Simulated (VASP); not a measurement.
Input of a VASP 6.6.1 run:

File INCAR:

```
ALGO = Fast
EDIFF = 1E-6
ENCUT = 520
GGA = CA
ISIF = 2
ISMEAR = 0
ISPIN = 2
LASPH = True
LCHARG = False
LDAU = True
LDAUJ = 0 0
LDAUL = 2 -1
LDAUPRINT = 1
LDAUTYPE = 2
LDAUU = 4 0
LMAXMIX = 4
LORBIT = 11
LREAL = False
LWAVE = False
MAGMOM = 0 0 0 0
NBANDS = 28
NELM = 150
NUPDOWN = 0.0
PREC = Accurate
SIGMA = 0.05
```

File KPOINTS:

```
k-points
0
Gamma
  6 6 4
```

File POSCAR:

```
NiS
1.0
    3.4250012100      0.0000000000      0.0000000000
   -1.7125006100      2.9661380600      0.0000000000
    0.0000000000      0.0000000000      5.3399998700
Ni S
2 2
Direct
    0.0000000000      0.0000000000      0.0000000000
    0.0000000000      0.0000000000      0.5000000000
    0.3333333333      0.6666666667      0.2500000000
    0.6666666667      0.3333333333      0.7500000000
```

Potentials or basis: VASP PAW LDA potentials, release 64 (Ni, S).

Run with:

```console
$ cat potpaw_LDA.64/Ni/POTCAR potpaw_LDA.64/S/POTCAR > POTCAR
$ mpirun -np 1 vasp_std > vasp.out
```

(1) Predict the pressure.

## Answers

(1) -16.4 GPa.

Caveat: the total moment is fixed, so each spin has its own Fermi level.
